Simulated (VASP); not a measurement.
Zr: stress against strain

Zr (hcp, P6_3/mmc, 23.469 Å³/atom and stress up to 0.22 GPa in the relaxed cell, c along z) under an equal strain ε along x and y, with z held. r2SCAN in VASP (plane waves, PAW), 480 eV, 18×18×10 Γ-centred mesh, Methfessel-Paxton smearing 0.10 eV; ions are relaxed, or left where forces stay under 0.02 eV/Å, within the symmetry of each cell. Stress is positive for a compressed cell.

Here s stands for strain and y for stress xx.

| strain (%) | stress xx (GPa) |
|---|---|
| -3.00 | ? |
| -1.50 | 3.67 |
| -1.00 | 2.47 |
| -0.50 | 1.30 |
| 0.00 | 0.17 |
| 0.50 | -0.93 |
| 1.00 | -1.99 |
| 1.50 | -3.00 |

Question: Fit y against s with a straight line, and predict the withheld value at s = -3.00.

Answer: Means: s 0, y 0.241. About the means, the sum of products is -15.580 and the sum of squares of s is 7.0000; the slope is their ratio. Least squares gives y = 0.241 - 2.2257·s. Residuals (row less fit): 0.090, 0.003, -0.054, -0.071, -0.058, -0.005, 0.098; standard error 0.076 (degrees of freedom: 5). The slope gives the elastic constants C11 + C12 = about 220 GPa. At the withheld row, y = 0.241 - 2.2257 × (-3.0) = 6.918 GPa. The calculation gives 7.43 GPa, 0.512 GPa above the prediction (4.9 % of the range of y in the table). The row lies outside the fitted rows, so this is an extrapolation. From the scatter of the fitted rows alone, a prediction at this place has a standard error of 0.119 GPa, so the miss is 4.3 times that.

A polynomial of degree 2 through the 12 other runs of the series gives 7.47 there, so most of the miss is curvature that the fit leaves out. In a metal these values are sensitive to mesh and smearing; energies are taken to zero smearing, stresses follow the free energy. The runs aren't spin-polarised. Rows are the converged runs of the series near zero and its far end, less any whose ions stayed unrelaxed beside relaxed ones; series whose fitted rows scatter by over a few per cent of the range, as at a crossing or softening among them, aren't shown in this form. Most that stay on the fit to the last digits aren't either.
